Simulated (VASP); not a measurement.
VASP input:

### INCAR
```
SYSTEM = PtBr2
PREC = Accurate
ENCUT = 400
EDIFF = 1E-6
NELM = 100
ALGO = Normal
LREAL = .FALSE.
LASPH = .TRUE.
ISMEAR = 0
SIGMA = 0.05
GGA = PE
LMAXMIX = 6
LWAVE = .FALSE.
LCHARG = .FALSE.
ISIF = 2
```

File POSCAR:
```
PtBr2
1
    0.0000000000     2.9779060000     2.9779060000
    2.9779060000     0.0000000000     2.9779060000
    2.9779060000     2.9779060000     0.0000000000
Pt Br
1 2
Direct
  0.0000000000   0.0000000000   0.0000000000
  0.2500000000   0.2500000000   0.2500000000
  0.7500000000   0.7500000000   0.7500000000
```

### KPOINTS
```
Automatic mesh
0
Gamma
5 5 5
0 0 0
```

POTCAR, in this order: Pt Br (PBE.64 set). Program: vasp_gam.

Problem. Does this input run properly? What does VASP do?

Solution. There is a fault: the Γ-only program was given a k-mesh. VASP stops with an error: You are using the Gamma-point-only version with more than one k-point or some other non-Gamma k-point. ----> I REFUSE TO CONTINUE WITH THIS SICK JOB ... BYE!!! <----

### standard output
```
 POSCAR found type information on POSCAR PtBr
 POSCAR found :  2 types and       3 ions
 Reading from existing POTCAR
 Reading from existing POTCAR
 LDA part: xc-table for (Slater+PW92), standard interpolation

 -----------------------------------------------------------------------------
|                                                                             |
|     EEEEEEE  RRRRRR   RRRRRR   OOOOOOO  RRRRRR      ###     ###     ###     |
|     E        R     R  R     R  O     O  R     R     ###     ###     ###     |
|     E        R     R  R     R  O     O  R     R     ###     ###     ###     |
|     EEEEE    RRRRRR   RRRRRR   O     O  RRRRRR       #       #       #      |
|     E        R   R    R   R    O     O  R   R                               |
|     E        R    R   R    R   O     O  R    R      ###     ###     ###     |
|     EEEEEEE  R     R  R     R  OOOOOOO  R     R     ###     ###     ###     |
|                                                                             |
|     You are using the Gamma-point-only version with more than one           |
|     k-point or some other non-Gamma k-point.                                |
|                                                                             |
|       ---->  I REFUSE TO CONTINUE WITH THIS SICK JOB ... BYE!!! <----       |
|                                                                             |
 -----------------------------------------------------------------------------
```

To mend it, run vasp_std.

The mended run (PBE GGA, plane waves, VASP's PBE PAW potentials (set 64)) converges, and its OSZICAR ends with
```
   1 F= -.58419251E+01 E0= -.58347411E+01  d E =-.143679E-01
```

The structure was generated: PtBr2 was put into the fluorite type (Fm-3m), which need not be its known phase. The cell was not relaxed at this level.
